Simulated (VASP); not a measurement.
**MoS2: relaxation of cell and atoms with LDA**

The system is MoS2, a slab with vacuum.

```
CELL_PARAMETERS angstrom
3.12238 0.00000 0.00000
-1.56119 2.70406 0.00000
0.00000 0.00000 39.61630
ATOMIC_POSITIONS crystal
S 0.33333 0.66667 0.23141
S 0.33333 0.66667 0.30987
S 0.66667 0.33333 0.38420
S 0.66667 0.33333 0.46271
S 0.33333 0.66667 0.53729
S 0.33333 0.66667 0.61580
S 0.66667 0.33333 0.69013
S 0.66667 0.33333 0.76859
Mo 0.66667 0.33333 0.27061
Mo 0.33333 0.66667 0.42345
Mo 0.66667 0.33333 0.57655
Mo 0.33333 0.66667 0.72939
```

```
Program                : VASP 6.6.1
Task                   : relaxation of cell and atoms
Functional             : LDA
Potentials or basis    : VASP PAW LDA potentials, release 64 (S, Mo_sv)
Cutoff                 : 600 eV
k mesh                 : 12 × 12 × 1
Occupations            : gaussian, width 0.03 eV
Spin                   : no spin polarisation
Further INCAR settings : ALGO = Normal; EDIFF = 1e-07; IBRION = 2; EDIFFG = -0.005; NSW = 90; ISIF = 3
```

```json
{
 "Energy gained by relaxing": "0.0 meV/atom",
 "Ionic steps": "5",
 "Largest force after relaxing": "0.005 eV/Å",
 "Band gap on the k mesh": "0.90 eV, indirect (least direct gap 1.79 eV)"
}
```

Forces in eV/Å, atoms in the order of the input:
```
S    0.000  0.000 -0.001
S    0.000  0.000  0.005
S    0.000  0.000  0.002
S    0.000  0.000  0.000
S    0.000  0.000  0.000
S    0.000  0.000 -0.002
S    0.000  0.000 -0.005
S    0.000  0.000  0.001
Mo   0.000  0.000  0.003
Mo   0.000  0.000  0.001
Mo   0.000  0.000 -0.001
Mo   0.000  0.000 -0.003
```

Final structure:
```
CELL_PARAMETERS angstrom
3.12248 0.00000 0.00000
-1.56124 2.70415 0.00000
0.00000 0.00000 39.61630
ATOMIC_POSITIONS crystal
S 0.33333 0.66667 0.23143
S 0.33333 0.66667 0.30987
S 0.66667 0.33333 0.38420
S 0.66667 0.33333 0.46271
S 0.33333 0.66667 0.53729
S 0.33333 0.66667 0.61580
S 0.66667 0.33333 0.69013
S 0.66667 0.33333 0.76857
Mo 0.66667 0.33333 0.27061
Mo 0.33333 0.66667 0.42345
Mo 0.66667 0.33333 0.57655
Mo 0.33333 0.66667 0.72939
```

Levels at points of the mesh, in eV from the valence-band top:
| k point | band 50 | band 51 | band 52 | band 53 | band 54 | band 55 |
| --- | --- | --- | --- | --- | --- | --- |
| (0.00, 0.00, 0.00) | -0.55 | -0.19 | 0.00 | 2.23 | 2.23 | 2.23 |
| (0.50, 0.00, 0.00) | -1.37 | -1.33 | -1.31 | 1.75 | 1.77 | 1.79 |

It took 7 min on 4 MPI ranks on Intel(R) Xeon(R) Platinum 8488C (Sapphire Rapids), with other jobs on the host, peak memory 0.68 GiB a rank.

Expect the measured gap to be larger: semilocal functionals such as LDA lack the derivative discontinuity.
